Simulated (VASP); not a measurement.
CsSnI3:

```
Cs Sn I
1.0
     6.21000    0.00000    0.00000
     0.00000    6.21000    0.00000
     0.00000    0.00000    6.21000
Cs Sn I
1 1 3
Direct
  0.50000 0.50000 0.50000
  0.00000 0.00000 0.00000
  0.50000 0.00000 0.00000
  0.00000 0.50000 0.00000
  0.00000 0.00000 0.50000
```

The cell was built by a generator and needn't be a form met in nature.

- Program: VASP 6.6.1
- Task: relaxation of cell and atoms
- Functional: LDA
- Potentials or basis: VASP PAW LDA potentials, release 64 (Cs_sv, Sn_d, I)
- Cutoff: 600 eV
- k mesh: 6 × 6 × 6
- Occupations: gaussian, width 0.01 eV
- Spin: no spin polarisation

At the start: pressure -1.5 GPa; volume 47.90 Å³/atom.

**Question.** How do energy, volume and symmetry change on relaxing?

**Answer.** Over 15 steps the energy falls by 18.9 meV/atom and the volume is 44.05 Å³/atom (-8.0 %); space group Pm-3m (No. 221, to 0.05 Å).

The path:
| step | energy change (eV) | largest force (eV/Å) | pressure (GPa) | volume (Å³) |
| --- | --- | --- | --- | --- |
| 1 | 0.0000 | 0.0000 | -1.46 | 239.48 |
| 2 | -0.0882 | 0.0000 | -0.41 | 224.66 |
| 3 | -0.0943 | 0.0000 | 0.02 | 219.92 |
| 4 | -0.0943 | 0.0000 | -0.02 | 220.30 |
| 5 | -0.0943 | 0.0000 | -0.02 | 220.30 |
| 6 | -0.0943 | 0.0000 | -0.03 | 220.29 |
| 7 | -0.0943 | 0.0000 | -0.02 | 220.29 |
| 8 | -0.0943 | 0.0000 | -0.02 | 220.29 |
| 9 | -0.0943 | 0.0000 | -0.02 | 220.29 |
| 10 | -0.0943 | 0.0000 | -0.02 | 220.29 |
| 11 | -0.0943 | 0.0000 | -0.02 | 220.29 |
| 12 | -0.0943 | 0.0000 | -0.02 | 220.29 |
| 13 | -0.0943 | 0.0000 | -0.02 | 220.29 |
| 14 | -0.0943 | 0.0000 | -0.03 | 220.28 |
| 15 | -0.0943 | 0.0000 | -0.02 | 220.27 |

Final structure:
```
Cs Sn I
1.0
     6.03924    0.00000    0.00000
     0.00000    6.03924    0.00000
     0.00000    0.00000    6.03924
Cs Sn I
1 1 3
Direct
  0.50000 0.50000 0.50000
  0.00000 0.00000 0.00000
  0.50000 0.00000 0.00000
  0.00000 0.50000 0.00000
  0.00000 0.00000 0.50000
```
